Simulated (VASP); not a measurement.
Here is a VASP 6.6.1 calculation.

Contents of INCAR:

```
ALGO = Normal ; EDIFF = 1E-8
ENCUT = 520 ; GGA = PE
IBRION = 6 ; ISIF = 3
ISMEAR = 0 ; LASPH = T
LCHARG = F ; LREAL = F
LWAVE = F ; NELM = 60
NFREE = 2 ; NSW = 1
POTIM = 0.015 ; PREC = Accurate
SIGMA = 0.1
```

File KPOINTS:

```
k-points
0
Gamma
  18 18 18
```

POSCAR

```
Ta                                      
1.0
   -1.6540582422      1.6540582422      1.6540582422
    1.6540582422     -1.6540582422      1.6540582422
    1.6540582422      1.6540582422     -1.6540582422
  Ta            
     1
Direct
     0.0000000000000000    0.0000000000000000    0.0000000000000000
```

Potentials or basis: VASP PAW PBE potentials, release 64 (Ta).

Launch:

```bash
$ cat potpaw_PBE.64/Ta/POTCAR > POTCAR
$ mpirun -np 1 vasp_std > vasp.out
```

(1) Estimate the Voigt bulk modulus.

(2) What does it give for the elastic constants C11, C12, C44?

Results:

(1) 200 GPa.

(2) 272, 165, 68 GPa.
